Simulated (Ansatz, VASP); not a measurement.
**Mg3CdS2 in VASP and in Ansatz**

```
Mg Cd S
1.0
     3.62594    0.00000    0.00000
    -1.81297    3.14016    0.00000
     0.00000    0.00000   10.76603
Mg Cd S
3 1 2
Direct
  0.00000 0.00000 0.50000
  0.33333 0.66667 0.21570
  0.66667 0.33333 0.78430
  0.00000 0.00000 0.00000
  0.33333 0.66667 0.64203
  0.66667 0.33333 0.35797
```

Alike in both runs: functional PBE; k mesh 12 × 12 × 4; occupations gaussian, width 0.1 eV; no spin polarisation.

Ansatz relaxed the structure, and its values are those at the end. VASP's run is a single point on that final structure, the one shown.

|  | VASP | Ansatz |
| --- | --- | --- |
| version | VASP 6.6.1 | Ansatz 0.2.0 |
| potentials or method | VASP PAW PBE potentials, release 64 (Mg, Cd, S) | scalar-relativistic, plane waves, PAW |
| plane-wave cutoff (eV) | 520 | 420 |
| valence electrons in the cell | 30 | 62 |

```csv
,VASP,Ansatz,Ansatz less VASP
gap on the k mesh at the Fermi level (eV),none,none,-
pressure (GPa),-0.2,0.0,+0.18
rms of the force components (eV/Å),0.003,0.000,-0.0030
```

A gap of «none» marks a metal or a gap that the smearing closes. The functional is the same, so the differences come from potentials, cutoffs and numerics. The two sets of potentials don't hold the same shells in valence.
